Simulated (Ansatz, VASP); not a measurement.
# Au (Gold): VASP beside Ansatz

Aim: how closely do two programs agree when they are given the same cell, functional and k mesh? The cell is taken from a series of runs on this material, whose earlier steps may have relaxed, scaled, displaced or heated it; both programs get it as it stands.

Method: plane waves, with VASP 6.6.1 beside it; relaxation of cell and atoms at PBE, in Ansatz 0.2.0.

### 1. The structure

Symmetry: Fm-3m, No. 225, cubic system. The conventional cell has a = 4.159 Å, b = 4.159 Å, c = 4.159 Å, α = 90.00°, β = 90.00°, γ = 90.00°. Nearest to Au lie 12 Au at 2.94 Å.

### 2. VASP: relaxation of cell and atoms, PBE

The relaxed volume is the usual yardstick between codes: in a stiff, nearly cubic crystal its relative difference is about their pressure difference at one cell divided by the bulk modulus.

Lines of VASP's logs that name or quote its potential files are left out, and so is its time.

INCAR

```
SYSTEM = Au
PREC = Accurate
ENCUT = 500
EDIFF = 1E-07
NELM = 120
ISMEAR = 1
SIGMA = 0.2
LREAL = .FALSE.
ALGO = Normal
GGA = PE
NBANDS = 11
LASPH = .TRUE.
LORBIT = 11
LWAVE = .FALSE.
LCHARG = .FALSE.
ISIF = 3
IBRION = 2
NSW = 80
EDIFFG = -0.005
GGA_COMPAT = .FALSE.
NELMIN = 4
```

POSCAR

```
Au
1.0
    0.0000000000      2.0796650000      2.0796650000
    2.0796650000      0.0000000000      2.0796650000
    2.0796650000      2.0796650000      0.0000000000
Au
1
Direct
    0.0000000000      0.0000000000      0.0000000000
```

KPOINTS

```
Automatic mesh
0
Gamma
12 12 12
0 0 0
```

The projector-augmented-wave data sets are Au (PBE family, release 64).

Command:

```bash
> mpirun -np 1 vasp_std
```

Numbers of over 12 decimals in the logs are rounded to 6 here.

The program printed:

```text
[banner, memory and clock lines left out]
running    1 mpi-ranks, on    1 nodes
 distrk:  each k-point on    1 cores,    1 groups
 distr:  one band on    1 cores,    1 groups

 POSCAR found type information on POSCAR Au
 POSCAR found :  1 types and       1 ions
 LDA part: xc-table for (Slater+PW92), standard interpolation
 POSCAR, INCAR and KPOINTS ok, starting setup
 FFT: planning ... GRIDC
 FFT: planning ... GRID_SOFT
 FFT: planning ... GRID
 WAVECAR not read
 entering main loop
       N       E                     dE             d eps       ncg     rms          rms(c)
DAV:   1     0.451521598661E+02    0.45152E+02   -0.53971E+03  1664   0.845E+02
DAV:   2    -0.290566629051E+01   -0.48058E+02   -0.45538E+02  1794   0.187E+02
DAV:   3    -0.347280332928E+01   -0.56714E+00   -0.56672E+00  1822   0.197E+01
DAV:   4    -0.347478778274E+01   -0.19845E-02   -0.19844E-02  1794   0.135E+00
DAV:   5    -0.347480347701E+01   -0.15694E-04   -0.15695E-04  1794   0.117E-01    0.795E+00
DAV:   6    -0.322850579665E+01    0.24630E+00   -0.74415E-01  1686   0.728E+00    0.521E+00
DAV:   7    -0.321347666851E+01    0.15029E-01   -0.54248E-02  1782   0.197E+00    0.265E+00
DAV:   8    -0.321162551146E+01    0.18512E-02   -0.12139E-03  1721   0.311E-01    0.228E-01
DAV:   9    -0.321161317728E+01    0.12334E-04   -0.93556E-06  1788   0.284E-02    0.152E-02
DAV:  10    -0.321161932507E+01   -0.61478E-05   -0.31328E-06  1737   0.186E-02    0.350E-03
DAV:  11    -0.321161923399E+01    0.91079E-07   -0.64824E-08  1487   0.208E-03
   1 F= -.32116192E+01 E0= -.32116944E+01  d E =-.321162E+01
 curvature:   0.00 expect dE= 0.000E+00 dE for cont linesearch  0.000E+00
 trial: gam= 0.00000 g(F)=  0.660E-64 g(S)=  0.864E-04 ort = 0.000E+00 (trialstep = 0.100E+01)
 search vector abs. value=  0.864E-04
 bond charge predicted
       N       E                     dE             d eps       ncg     rms          rms(c)
DAV:   1    -0.321322997928E+01   -0.16107E-02   -0.29168E-02  1671   0.165E+00    0.243E-01
DAV:   2    -0.321166368826E+01    0.15663E-02   -0.48961E-03  1650   0.578E-01    0.933E-02
DAV:   3    -0.321160911451E+01    0.54574E-04   -0.24089E-04  1764   0.124E-01    0.713E-02
DAV:   4    -0.321161262399E+01   -0.35095E-05   -0.11219E-05  1674   0.250E-02    0.304E-03
DAV:   5    -0.321161256959E+01    0.54398E-07   -0.17346E-07  1772   0.369E-03
   2 F= -.32116126E+01 E0= -.32116793E+01  d E =0.666440E-05
 trial-energy change:    0.000007  1 .order    0.000007   -0.000086    0.000100
 step:   0.4623(harm=  0.4623)  dis= 0.00000  next Energy=    -3.211639 (dE=-0.200E-04)
 bond charge predicted
       N       E                     dE             d eps       ncg     rms          rms(c)
DAV:   1    -0.321210893265E+01   -0.49631E-03   -0.84399E-03  1659   0.890E-01    0.131E-01
DAV:   2    -0.321165869490E+01    0.45024E-03   -0.14096E-03  1644   0.311E-01    0.512E-02
DAV:   3    -0.321164154740E+01    0.17147E-04   -0.70266E-05  1746   0.670E-02    0.391E-02
DAV:   4    -0.321164006974E+01    0.14777E-05   -0.31372E-06  1665   0.133E-02    0.100E-03
DAV:   5    -0.321164007759E+01   -0.78488E-08   -0.55195E-08  1406   0.201E-03
   3 F= -.32116401E+01 E0= -.32117112E+01  d E =-.208436E-04
 curvature:  -0.23 expect dE=-0.341E-07 dE for cont linesearch -0.341E-07
 trial: gam= 0.00000 g(F)=  0.220E-64 g(S)=  0.148E-06 ort =-0.357E-05 (trialstep = 0.892E+00)
 search vector abs. value=  0.148E-06
 reached required accuracy - stopping structural energy minimisation
```

Parts of OUTCAR (step 2):

```text
ion  position               nearest neighbor table
   1  0.000  0.000  0.000-

  LATTYP: Found a face centered cubic cell.
 ALAT       =     4.1593300000

 Subroutine GETGRP returns: Found 48 space group operations
 (whereof 48 operations were pure point group operations)

The static configuration has the point symmetry O_h .

 Found     72 irreducible k-points:

   k-points           NKPTS =     72   k-points in BZ     NKDIM =     72   number of bands    NBANDS=     11

   dimension x,y,z NGX =    24 NGY =   24 NGZ =   24
   dimension x,y,z NGXF=    48 NGYF=   48 NGZF=   48

   ENCUT  =  500.0 eV  36.75 Ry    6.06 a.u.   5.36  5.36  5.36*2*pi/ulx,y,z

   NELECT =      11.0000    total number of electrons

 k-points in reciprocal lattice and weights: Automatic mesh
   0.00000000  0.00000000  0.00000000       0.001
   0.08333333  0.00000000  0.00000000       0.005
   0.16666667  0.00000000  0.00000000       0.005
   0.25000000  0.00000000  0.00000000       0.005
   0.33333333  0.00000000  0.00000000       0.005
   0.41666667  0.00000000  0.00000000       0.005
   0.50000000  0.00000000  0.00000000       0.002
   0.08333333  0.08333333  0.00000000       0.003
   0.16666667  0.08333333  0.00000000       0.014
[...]
-0.33333333  0.50000000  0.16666667       0.007
  -0.25000000  0.50000000  0.25000000       0.003

 average (electrostatic) potential at core
       1 -64.8046

 E-fermi :   8.5596

 k-point     1 :       0.0000    0.0000    0.0000
  band No.  band energies     occupation
    ...
      2       4.2048      2.00000
      3       4.2048      2.00000
      4       4.2048      2.00000
      5       5.5855      2.00000
      6       5.5855      2.00000
      7      23.2043      0.00000
      8      26.9021      0.00000
      9      26.9021      0.00000
     10      26.9021      0.00000
     11      31.6415      0.00000

 k-point     2 :       0.0833    0.0000    0.0000
  band No.  band energies     occupation
    ...
      2       4.1366      2.00000
      3       4.2793      2.00000
      4       4.2793      2.00000
      5       5.5547      2.00000
      6       5.5547      2.00000
      7      23.4353      0.00000
      8      25.4851      0.00000
      9      27.1485      0.00000
     10      27.1485      0.00000
     11      32.3042      0.00000

 k-point     3 :       0.1667    0.0000    0.0000
  band No.  band energies     occupation
    ...
      2       4.0103      2.00000
      3       4.4299      2.00000
      4       4.4299      2.00000
      5       5.5412      2.00000
      6       5.5412      2.00000
      7      22.5231      0.00000
      8      24.2210      0.00000
      9      27.7454      0.00000
     10      27.7454      0.00000
     11      30.4692      0.00000

  Total        0.0010099      0.0010099      0.0010099     -0.0000000     -0.0000000      0.0000000
  in kB        0.0900901      0.0900901      0.0900901     -0.0000000     -0.0000000      0.0000000
  external PRESSURE =       0.0900901 kB  Pullay stress =       0.0000000 kB

  energy-cutoff  :      500.00
  volume of cell :       17.96
      direct lattice vectors                 reciprocal lattice vectors
     0.000000000  2.078531763  2.078531763    -0.240554419  0.240554419  0.240554419
     2.078531763  0.000000000  2.078531763     0.240554419 -0.240554419  0.240554419
     2.078531763  2.078531763  0.000000000     0.240554419  0.240554419 -0.240554419

 POSITION                                       TOTAL-FORCE (eV/Angst)
 -----------------------------------------------------------------------------------
      0.00000      0.00000      0.00000        -0.000000     -0.000000     -0.000000
 -----------------------------------------------------------------------------------
    total drift:                               -0.000000      0.000000     -0.000000

  FREE ENERGIE OF THE ION-ELECTRON SYSTEM (eV)
  ---------------------------------------------------
  free  energy   TOTEN  =        -3.2116400776 eV

  energy  without entropy=       -3.2118535598  energy(sigma->0) =       -3.21171124

 reached required accuracy - stopping structural energy minimisation

 total charge
# of ion       s       p       d       tot
------------------------------------------
    1        0.523   0.315   8.760   9.599

[... 3 further parts left out ...]
```

### 3. Ansatz: relaxation of cell and atoms, PBE

Ansatz runs on norm-conserving files, of PseudoDojo where its log says so.

The same cell, functional, mesh and smearing now go to Ansatz, which takes its cutoff from its data sets.

input.yaml

```yaml
crystal:
  lattice:
    - [0.0, 2.0796649828, 2.0796649828]
    - [2.0796649828, 0.0, 2.0796649828]
    - [2.0796649828, 2.0796649828, 0.0]
  atoms:
    - { symbol: Au, position: [0.0, 0.0, 0.0] }
kpoints:
  mp_grid: { grid: [12, 12, 12] }
hamiltonian:
  xc: pbe
  pseudopotentials: { kind: nc, accuracy: standard }
scf:
  occupations: { method: methfessel_paxton, width: 0.2 }
output:
  forces: true
  stress: true
  eigenvalues: true
relax:
  adjacent_minimum: "off"
  f_tol: 0.001
  max_steps: 60
  cell: { stress_tol: 0.01 }
```

Command:

```bash
> ansatz run input.yaml --threads 4 --pin off --max-ram 10240MiB --backend cpu --events-out ev --progress --plain --runs-dir out
```

The program printed:

```text
Engine: ansatz 0.2.0, aarch64-unknown-linux-gnu
Pseudopotentials: kind: nc
Pseudopotential: Au, nc, valence charge 19, recommended cutoff 1034.032677 eV (normal), Au.nc.azcp (PseudoDojo's, or run here from an input of PseudoDojo's; its table is named by hamiltonian.pseudopotentials.accuracy)
Functional definition: PBE
  parameter kappa = 0.804
  parameter beta = 0.066725
  exchange = pbe_x(kappa = kappa, mu = beta*pi^2/3)
  correlation = pbe_c(beta = beta)
Crystal: 1 atoms, lattice volume = 17.989 Å³
Basis set: ecut = 1034.032677 eV, 1363 PW (Γ), exchange–correlation on 64×64×64 points (8 copies of the dense FFT grid, shifted against one another)
Bands: 14, of which v1, the nominal top of the filled ones, is band 10 counted from 1 (9 counted from 0)
Symmetry: 48 space group operations
Space group: Fm-3m (ITA 225), of the structure as read, at distance tolerance 2.6e-5 Å
k-points: 72 of 1728
Non-local potential: Au, projectors of the file, l = 0: 2, l = 1: 2, l = 2: 2, l = 3: 1
Initial density: superposition of atomic densities (chi_scale 0.1, normalization cell)
Initial wavefunctions: pseudopotential atomic-orbital guess
Functional: x = pbe(κ = 0.804, μ = 0.219515), c = pbe(β = 0.066725)
SCF iter   1: F=—  HF=-4032.947479 eV  |F-HF|=—  |Δ(HF+E_count)|=         —  Δρ=6.64e-2  dr2=8.26e-1  ethr=3.10e-3  ⟨swp⟩=7.8  Hψ=7262  notcnv=0
preconditioner: auto → none  [metal: Δε(μ)=0.138 eV  Ē_g=15.067 eV  σ=0.200 eV  W_gap=0.48  n_scr=8 (ndim 8)  ℏωp=29.0 eV  f_vac=0.000  D(μ)=0.50/eV (n_scr^D=0)  sad-step TF]
SCF iter   2: F=—  HF=-4032.737704 eV  |F-HF|=—  |Δ(HF+E_count)|=   2.10e-1  S|Δr|=    0.00e0  Δρ=2.89e-2  dr2=1.48e-1  ethr=3.10e-3  ⟨swp⟩=2.6  Hψ=1959  notcnv=0  defer=20
SCF iter   3: F=—  HF=-4032.704343 eV  |F-HF|=—  |Δ(HF+E_count)|=   3.34e-2  S|Δr|=    0.00e0  Δρ=4.92e-3  dr2=3.04e-3  ethr=7.81e-4  ⟨swp⟩=2.4  Hψ=1363  notcnv=0  defer=20
SCF iter   4: F=—  HF=-4032.704879 eV  |F-HF|=—  |Δ(HF+E_count)|=   5.36e-4  S|Δr|=    0.00e0  Δρ=8.44e-4  dr2=5.21e-5  ethr=1.60e-5  ⟨swp⟩=2.2  Hψ=1774  notcnv=0  defer=20
SCF iter   5: F=—  HF=-4032.704887 eV  |F-HF|=—  |Δ(HF+E_count)|=   8.39e-6  S|Δr|=    0.00e0  Δρ=8.49e-5  dr2=6.97e-7  ethr=2.74e-7  ⟨swp⟩=2.1  Hψ=1734  notcnv=0  defer=20
SCF iter   6: F=-4032.704887 eV  HF=-4032.704887 eV  |F-HF|=9.15e-10  |Δ(HF+E_count)|=   6.46e-8  S|Δr|=    0.00e0  Δρ=9.44e-6  dr2=4.28e-9  ethr=5.26e-10  ⟨swp⟩=12.4  Hψ=6918  notcnv=0
SCF 1 converged in 6 iterations: F = -4032.704887 eV  dr2 = 4.28e-9
relax step   1: F+E_penalty+E_count = -4032.70488746 eV  Δ(F+E_penalty+E_count) = +0.000e0 eV  max|allowed force component| = 0.000e0 eV/Å  Δτ_max = 0.0000 Å  P = -0.362 GPa  Ω = 17.989 Å³  (6 SCF iters, dr2 threshold 1.00e-7 eV, accepted)
[...]
relax step   2: F+E_penalty+E_count = -4032.70481070 eV  Δ(F+E_penalty+E_count) = +7.676e-5 eV  max|allowed force component| = 0.000e0 eV/Å  Δτ_max = 0.0000 Å  P = +0.599 GPa  Ω = 17.865 Å³  energy of the carried Pulay correction = +1.232e-5 eV  (5 SCF iters, dr2 threshold 1.00e-7 eV, rejected (line search))
[...]
relax step   3: F+E_penalty+E_count = -4032.70494581 eV  Δ(F+E_penalty+E_count) = -5.835e-5 eV  max|allowed force component| = 0.000e0 eV/Å  Δτ_max = 0.0000 Å  P = -0.004 GPa  Ω = 17.942 Å³  energy of the carried Pulay correction = +4.646e-6 eV  (7 SCF iters, accepted)
[...]
relax step   4: F+E_penalty+E_count = -4032.70494108 eV  Δ(F+E_penalty+E_count) = +4.728e-6 eV  max|allowed force component| = 0.000e0 eV/Å  Δτ_max = 0.0000 Å  P = -0.005 GPa  Ω = 17.942 Å³  stress off target by 5.04e-3 GPa  SCF on the basis re-selected at this cell (its energy is not comparable with the rows above)  (5 SCF iters)
basis re-selected at this cell: Δ(F+E_penalty+E_count) = +4.728e-6 eV, ΔP = -0.001 GPa vs the last step (what re-selecting the basis moved, of the pressure what is left beyond the Pulay correction that the steps carried, after the strain that the cell walked since its last selection, with what the two solves' SCF thresholds leave and, on support functions, any second-order correction that the steps lacked; it is no measure of the basis error at this ecutwfc). This SCF's stress stands 5.04e-3 GPa from its target on what of the cell is left free (relax.cell.stress_tol is 1.00e-2 GPa) and its largest allowed force component is 0.00e0 eV/Å (relax.f_tol is 1.00e-3 eV/Å): [rest of the remark cut]
SCF converged after 5 iterations
Stability not checked: this state was not tested for a lower state beside it, because cold or Methfessel-Paxton smearing, or corrected tetrahedra, fill the levels in a way that the test cannot read (fill_not_monotonic; see scf.lower_state_search)
Free energy (F): -4032.704941 eV
Harris-Foulkes:  -4032.704941 eV  (|F-HF|=4.55e-13)
Internal energy: -4032.705101 eV  (E = F + TS)
E sigma→0 (E₀):  -4032.704981 eV
Entropy (-TS):   0.000160 eV (0.160 meV/atom)
Fermi energy:    19.237646 eV
--- Per-component energies (eV) ---
  E_band       = -228.751526
  E_kinetic    = 1157.465278
  E_local      = -2418.130009  (includes V_loc(G=0)·N_el)
  E_nonlocal   = 68.201685
  E_hartree    = 736.248924
  E_xc         = -708.945289
  E_vxc        = -508.786343  (∫ρ·V_xc dr)
  E_ewald      = -2867.545690
  E_smearing   = 0.000160  (= −TS)
  E_closure    = -0.000000  (closes the sum)
  Σ components = -4032.704941   (vs F -4032.704941, Δ=0.00e0)
--- Forces (eV/Å), atoms counted from 1 ---
  atom   1  Au     0.00000000     0.00000000    -0.00000000
  max |Σ_I F_I| component: 4.27e-31 eV/Å
--- Stress (GPa, compression-positive) ---
       -0.005040      -0.000000       0.000000
       -0.000000      -0.005040      -0.000000
        0.000000      -0.000000      -0.005040
  P = ⅓ Tr σ = -0.0050 GPa (-0.050 kbar)
--- Band table (eV; the first three rows and the last of 72) ---
  k-point 0: bands = [... 6 lower, 14.8847, 14.8847, 16.2724, 16.2724, 33.8432, 37.5463, 37.5463, 37.5463]
  k-point 1: bands = [... 6 lower, 14.9595, 14.9595, 16.2415, 16.2415, 34.0737, 36.1409, 37.7928, 37.7928]
  k-point 2: bands = [... 6 lower, 15.1108, 15.1108, 16.2278, 16.2278, 33.1921, 34.8581, 38.3943, 38.3943]
  k-point 71: bands = [... 6 lower, 14.4672, 16.1465, 17.6665, 23.7429, 25.4351, 25.4351, 28.4112, 41.4207]
--- Relaxed structure (3 steps of the walk, 2 accepted, 1 SCFs on fresh bases) ---
  F+E_penalty+E_count = -4032.70494108 eV   max|allowed force component| = 0.000e0 eV/Å   (the final SCF, on the basis selected at the relaxed cell)
  cell:  # Å, volume = 17.9422 Å³
    - [0, 2.077854, 2.077854]
    - [2.077854, 0, 2.077854]
    - [2.077854, 2.077854, 0]
  atoms:
    - { symbol: Au, position: [0.0, 0.0, 0.0] }
```

The column dr2 measures how far the density is from self-consistency, as an energy; F and HF (Harris–Foulkes) agree once it is small.

### 4. Comparison

Known differences besides the potentials themselves: the data sets hold 19 valence electrons in Ansatz (on norm-conserving files, of PseudoDojo where its log says so) and 11 in VASP; the cutoff is 1034.03 eV in Ansatz and 500 eV in VASP; Ansatz adds a Pulay correction to the stress that steers its cell, VASP none. Total energies have different zeros and are not compared.

Compared:

```csv
quantity,Ansatz,VASP,difference
volume (Å³),17.94,17.96,-0.10 %
"edge a after relaxation, in the typed setting (Å)",2.938,2.939,-0.03 %
```

### 5. Outcome

| Item | Value |
| --- | --- |
| difference in volume (relaxation of cell and atoms, PBE) | -0.098 % |

In words: The difference in volume is -0.098 % (relaxation of cell and atoms, PBE), within the 1.2 % picked in this series as the mark of a large difference, as far as the stopping tolerances let one tell. The data sets hold unlike numbers of valence electrons (19 in Ansatz and 11 in VASP), so part of the differences comes from the potentials. 2 further runs of this series are not shown here. How closely two codes agree says nothing of how well the functional describes the real material.

[Lines on the potential files, build, host, timing and source positions are cut from VASP's logs without a mark.]

[Logs are printed without paths, hosts, clocks, repeated set-up lines and the standing remarks that a program may print on its own settings, such as how far it seeks lower states.]

[Hosts, paths, dates, database ids (printed as entryN), source tags and the programs' standing remarks are cut or masked in the printed files.]
